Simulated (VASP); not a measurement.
Input:

```xyz
2
Lattice="0.0000 3.2928 3.2928 3.2928 0.0000 3.2928 3.2928 3.2928 0.0000" Properties=species:S:1:pos:R:3 pbc="T T T"
Sr     3.2928     0.0000     3.2928
Te     3.2928     3.2928     3.2928
```

Computed with optB86b-vdW, VASP's PBE PAW potentials (set 64) (plane waves; VASP 6.6.1). Run with 520 eV cut-off, 7×7×7 Γ-centred mesh, Gaussian smearing of 0.050 eV, potentials Sr_sv Te.

Question: Give the stress tensor in GPa (positive for a compressed cell).

Answer: 
```
1.16  0.00  0.00
0.00  1.16  0.00
0.00  0.00  1.16
```
The pressure is its mean diagonal, 1.16 GPa.

The compound is SrTe in the rock salt structure. This cell is one point of a volume scan, at 0.97 of the reference volume.
